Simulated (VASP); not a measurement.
Given:

```xyz
7
Lattice="-3.0475 3.0475 5.8280 3.0475 -3.0475 5.8280 3.0475 3.0475 -5.8280" Properties=species:S:1:pos:R:3 pbc="T T T"
Al     3.0475     0.0000     2.9140
Al     0.0000     0.0000     5.8280
Hg     0.0000     0.0000     0.0000
Te     1.5709     4.4313     1.5985
Te     1.3838     1.4766     4.2295
Te     1.4766    -1.3838     7.4265
Te     1.6637     1.5709    -1.5985
```

Method: PBEsol GGA, VASP's PBE PAW potentials (set 64) (plane waves; VASP). Run with 300 eV cut-off, 3×3×3 Γ-centred mesh, Fermi-Dirac smearing of 0.020 eV, potentials Al Hg Te.

Energy and stress use the plane-wave basis of the starting cell.

Question: The ions, cell shape and volume are relaxed. Which structure does the run end with?

Answer: 
```xyz
7
Lattice="-3.0703 3.0703 5.8721 3.0703 -3.0703 5.8721 3.0703 3.0703 -5.8721" Properties=species:S:1:pos:R:3 pbc="T T T"
Al     3.0703     0.0000     2.9361
Al     0.0000     0.0000     5.8721
Hg     0.0000     0.0000     0.0000
Te     1.5270     4.4295     1.6467
Te     1.3592     1.5432     4.2255
Te     1.5432    -1.3592     7.5188
Te     1.7111     1.5270    -1.6467
```
Space group I-4 (82), at a tolerance of 0.03 Å.

Question: How do energy and volume change from the first to the last step?

Answer: The energy (σ→0) changes by -15.2 meV/atom and the volume by +2.3 %, in 12 ionic steps.

| step | E(σ→0) (eV) | max force (eV/Å) | pressure (GPa) | volume (Å³) |
|---|---|---|---|---|
| 1 | -25.0559 | 0.491 | 2.37 | 216.51 |
| 2 | -25.1256 | 0.036 | -1.14 | 231.16 |
| 3 | -25.1422 | 0.155 | -0.17 | 226.48 |
| 4 | -25.1422 | 0.161 | -0.12 | 226.28 |
| 5 | -25.1471 | 0.138 | -0.09 | 225.63 |
| 6 | -25.1566 | 0.090 | -0.01 | 223.69 |
| 7 | -25.1522 | 0.181 | 0.19 | 219.85 |
| 8 | -25.1587 | 0.098 | 0.06 | 222.30 |
| 9 | -25.1611 | 0.045 | -0.14 | 222.57 |
| 10 | -25.1613 | 0.036 | -0.20 | 222.66 |
| 11 | -25.1622 | 0.013 | 0.05 | 221.10 |
| 12 | -25.1623 | 0.007 | 0.00 | 221.42 |

The structure comes from a computed database's Al2HgTe4 entry (I-4); how it stands against other phases isn't given here. This run relaxes it. Symmetry was kept, so distortions that lower it aren't found. The k-mesh is coarse (spacing up to 0.48 per Å, 2π included), so the numbers may not be converged in it. The run is one of a series of settings (EDIFFG = -0.01, IBRION = 2, ISIF = 3, NSW = 50 against the base run), some of them coarse on purpose.
